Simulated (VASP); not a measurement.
Energy against volume of CoSi$_{2}$ (fluorite). Level of theory: PBE GGA, VASP's PBE PAW potentials (set 64) (plane waves; VASP). Run with 520 eV cut-off, 10×10×10 Γ-centred mesh, first-order Methfessel-Paxton smearing of 0.10 eV, potentials Co Si.

```tsv
V (Å³/atom)	E (eV/atom)
12.442	-6.42555
12.827	-6.43210
13.212	-6.42573
13.597	-6.40845
```

Question: Fit these four points and predict the energy of the run at 12.058 Å³/atom.

Answer: A cubic in V^(−2/3), the third-order Birch-Murnaghan form, passes through the four points with V0 = 12.82 Å³/atom and B0 = 179 GPa, and gives -6.4037 eV/atom there. The run gave -6.4037 eV/atom, +0.0 meV/atom from the fit; all five points give B0 = 179 GPa.

The compound is CoSi2 in the fluorite structure. It was relaxed first. The run is not spin-polarised, so no magnetic state was tried.
